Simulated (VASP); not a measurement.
Here is the system:

```
Hf3ScN4
1.0
    4.48185     0.00000     0.00000
    0.00000     4.48185     0.00000
    0.00000     0.00000     4.48185
Sc N Hf
1 4 3
Direct
  0.00000   0.00000   0.00000
  0.50000   0.50000   0.50000
  0.00000   0.00000   0.50000
  0.00000   0.50000   0.00000
  0.50000   0.00000   0.00000
  0.50000   0.50000   0.00000
  0.50000   0.00000   0.50000
  0.00000   0.50000   0.50000
```

Calculation: PBEsol GGA, VASP's PBE PAW potentials (set 64) (plane waves; VASP). Settings: 520 eV cut-off, 8×8×8 Γ-centred mesh, tetrahedra with Blöchl corrections, potentials Sc_sv N Hf_pv.

The cores are frozen, which limits the accuracy of field gradients.

Task: Give the principal components of the electric field gradient (V/Å²) and the asymmetry η at each nucleus.

Result: 
```tsv
atom	Vxx	Vyy	Vzz	η
Sc1	0.0	0.0	0.0	-
N2	0.0	0.0	0.0	-
N3	-0.7	-0.7	1.3	0.00
N4	-0.7	-0.7	1.3	0.00
N5	-0.7	-0.7	1.3	0.00
Hf6	-7.0	-7.0	14.0	0.00
Hf7	-7.0	-7.0	14.0	0.00
Hf8	-7.0	-7.0	14.0	0.00
```

The structure was generated: Hf3ScN4 was put into an ordered model structure (Pm-3m), which need not be its known phase. It was relaxed first.
